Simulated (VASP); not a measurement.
VASP input:

**INCAR**
```
# general
SYSTEM  = I
PREC    = Accurate
ENCUT   = 300
LREAL   = .FALSE.
LASPH   = .TRUE.

# electronic loop
EDIFF   = 1E-6
NELM    = 100
ALGO    = Normal
LMAXMIX = 4

# smearing
ISMEAR  = -1
SIGMA   = 0.01

# functional
GGA     = PE

# ions
ISIF    = 2

# output
LWAVE   = .FALSE.
LCHARG  = .FALSE.
```

**POSCAR**
```
I
1
    2.3950000000    -3.6350000000     0.0000000000
    2.3950000000     3.6350000000     0.0000000000
    0.0000000000     0.0000000000     9.7900000000
I
4
Direct
  0.8460000000   0.8460000000   0.8830000000
  0.6540000000   0.6540000000   0.3830000000
  0.3460000000   0.3460000000   0.6170000000
  0.1540000000   0.1540000000   0.1170000000
```

File KPOINTS:
```
Automatic mesh
0
Gamma
3 3 2
0 0 0
```

POTCAR, in this order: I (PBE.64 set). Program: vasp_std.

**Question.** Translate this PBE calculation to Quantum ESPRESSO's pw.x.

**Answer.** One equivalent input (not run):
```
&CONTROL
  calculation = 'scf'
  pseudo_dir = './pseudo'
  outdir = './out'
  tprnfor = .true.
  tstress = .true.
/
&SYSTEM
  ibrav = 0
  nat = 4
  ntyp = 1
  ecutwfc = 70
  occupations = 'smearing'
  smearing = 'fermi-dirac'
  degauss = 0.000735
  input_dft = 'pbe'
/
&ELECTRONS
  conv_thr = 7.3e-08
  electron_maxstep = 100
/
ATOMIC_SPECIES
  I 126.904 I.upf
CELL_PARAMETERS angstrom
     2.3950000   -3.6350000    0.0000000
     2.3950000    3.6350000    0.0000000
     0.0000000    0.0000000    9.7900000
ATOMIC_POSITIONS crystal
  I    0.8460000  0.8460000  0.8830000
  I    0.6540000  0.6540000  0.3830000
  I    0.3460000  0.3460000  0.6170000
  I    0.1540000  0.1540000  0.1170000
K_POINTS automatic
  3 3 2 0 0 0
```
What does not carry over: the potentials are each code's own (VASP's PAW set, PseudoDojo norm-conserving files in pw.x), so ENCUT and ecutwfc are chosen apart and not converted; conv_thr bounds pw.x's estimated SCF error, while EDIFF bounds the energy change between steps.

The structure is a typed I crystal (Cmce). The cell was not relaxed at this level. The k-mesh is coarse (spacing up to 0.52 per Å, 2π included), so the numbers may not be converged in it.
